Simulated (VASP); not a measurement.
Level of theory: PBE GGA, VASP's PBE PAW potentials (set 64) (plane waves; VASP).

A VASP calculation is set up with these files.

### POSCAR
```
CuZn
1
    2.9426450000     0.0000000000     0.0000000000
    0.0000000000     3.0217000000     0.0000000000
    0.0000000000     0.0000000000     2.8630930000
Zn Cu
1 1
Direct
  0.5000000000   0.5000000000   0.5000000000
  0.0282090000   0.0000000000   0.0000000000
```

### INCAR
```
! general
SYSTEM   =  CuZn
PREC     =  Accurate
ENCUT    =  400   ! plane-wave cut-off (eV)
LREAL    =  .False.
LASPH    =  .True.   ! aspherical one-centre terms

! electronic loop
EDIFF    =  1E-6   ! SCF stop (eV)
NELM     =  100
ALGO     =  Normal   ! blocked Davidson
LMAXMIX  =  4

! smearing
ISMEAR   =  1   ! Methfessel-Paxton
SIGMA    =  0.1   ! width (eV)

! functional
GGA      =  PE   ! PBE

! ions
ISIF     =  2   ! forces and stress, cell fixed

! output
LWAVE    =  .False.
LCHARG   =  .False.
```

File KPOINTS:
```
Automatic mesh
0
Monkhorst-Pack
13 13 13
0 0 0
```

POTCAR, in this order: Zn Cu (PBE.64 set). Program: vasp_std.

Output of the run:

File OUTCAR:
```
 ion  position               nearest neighbor table
   1  0.500  0.500  0.500-   2 2.50   2 2.50   2 2.50   2 2.50   2 2.60   2 2.60   2 2.60   2 2.60
  LATTYP: Found a simple orthorhombic cell.
 ALAT       =     2.8630930000
 B/A-ratio  =     1.0277853356
 C/A-ratio  =     1.0553970828
 Subroutine PRICEL returns:
 Original cell was already a primitive cell.
 Subroutine GETGRP returns: Found  4 space group operations
The static configuration has the point symmetry C_2v.
The dynamic configuration has the point symmetry C_2v.
 Subroutine INISYM returns: Found  4 space group operations
 Subroutine IBZKPT returns following result:
 Found    343 irreducible k-points:

 Following reciprocal coordinates:
            Coordinates               Weight
  0.000000  0.000000  0.000000      1.000000
  0.076923  0.000000  0.000000      2.000000
  0.153846  0.000000  0.000000      2.000000
  0.230769  0.000000  0.000000      2.000000
  0.307692  0.000000  0.000000      2.000000
  0.384615  0.000000  0.000000      2.000000
  0.461538  0.000000  0.000000      2.000000
  0.000000  0.076923  0.000000      2.000000
...
```

### OSZICAR
```
       N       E                     dE             d eps       ncg     rms          rms(c)
DAV:   1     0.100893193224E+03    0.10089E+03   -0.98642E+03 10666   0.213E+03
DAV:   2    -0.347319870635E+01   -0.10437E+03   -0.10160E+03 10318   0.305E+02
DAV:   3    -0.605655211199E+01   -0.25834E+01   -0.25754E+01 12831   0.656E+01
DAV:   4    -0.607314601247E+01   -0.16594E-01   -0.16592E-01 12049   0.461E+00
DAV:   5    -0.607336481110E+01   -0.21880E-03   -0.21880E-03 13698   0.560E-01    0.956E+00
DAV:   6    -0.591022704620E+01    0.16314E+00   -0.17019E+01 10802   0.108E+02    0.598E+00
DAV:   7    -0.499692480343E+01    0.91330E+00   -0.38561E+00 10795   0.104E+02    0.229E+00
DAV:   8    -0.500013284951E+01   -0.32080E-02   -0.19143E-01 13735   0.614E+00    0.129E+00
DAV:   9    -0.499047795381E+01    0.96549E-02   -0.20687E-02 12719   0.372E+00    0.558E-02
DAV:  10    -0.499048593256E+01   -0.79788E-05   -0.47355E-04 11697   0.270E-01    0.276E-02
DAV:  11    -0.499048865817E+01   -0.27256E-05   -0.96616E-06 14077   0.372E-02    0.116E-02
DAV:  12    -0.499048783136E+01    0.82681E-06   -0.46660E-07  7063   0.176E-02
   1 F= -.49904878E+01 E0= -.49904948E+01  d E =0.207810E-04
```

**OUTCAR**
```
------------------------ aborting loop because EDIFF is reached ----------------------------------------
  FORCE on cell =-STRESS in cart. coord.  units (eV):
  Direction    XX          YY          ZZ          XY          YZ          ZX
  --------------------------------------------------------------------------------------
  Total        0.3688880      0.5241050      0.4703254      0.0000000      0.0000000      0.0000000
  in kB       23.2156274     32.9840659     29.5994989      0.0000000      0.0000000      0.0000000
  external PRESSURE =      28.5997307 kB  Pullay stress =       0.0000000 kB
  volume of cell :       25.46
      direct lattice vectors                 reciprocal lattice vectors
     2.942645000  0.000000000  0.000000000     0.339830323  0.000000000  0.000000000
     0.000000000  3.021700000  0.000000000     0.000000000  0.330939537  0.000000000
     0.000000000  0.000000000  2.863093000     0.000000000  0.000000000  0.349272622
 POSITION                                       TOTAL-FORCE (eV/Angst)
 -----------------------------------------------------------------------------------
      1.47132      1.51085      1.43155         0.404924      0.000000      0.000000
      0.08301      0.00000      0.00000        -0.404924      0.000000      0.000000
 -----------------------------------------------------------------------------------
    total drift:                                0.000982      0.000000      0.000022
  FREE ENERGIE OF THE ION-ELECTRON SYSTEM (eV)
  ---------------------------------------------------
  free  energy   TOTEN  =        -4.9904878314 eV

  energy  without entropy=       -4.9905086123  energy(sigma->0) =       -4.99049476
```
(Selected blocks of OUTCAR.)

The compound is CuZn in the CsCl type structure. The cell was not relaxed at this level, atoms are displaced from their ideal sites. The run is one of a series of settings (KPOINTS 13×13×13 Monkhorst-Pack mesh against the base run), some of them coarse on purpose. The electron count is odd and the run is not spin-polarised, which forces a metal.
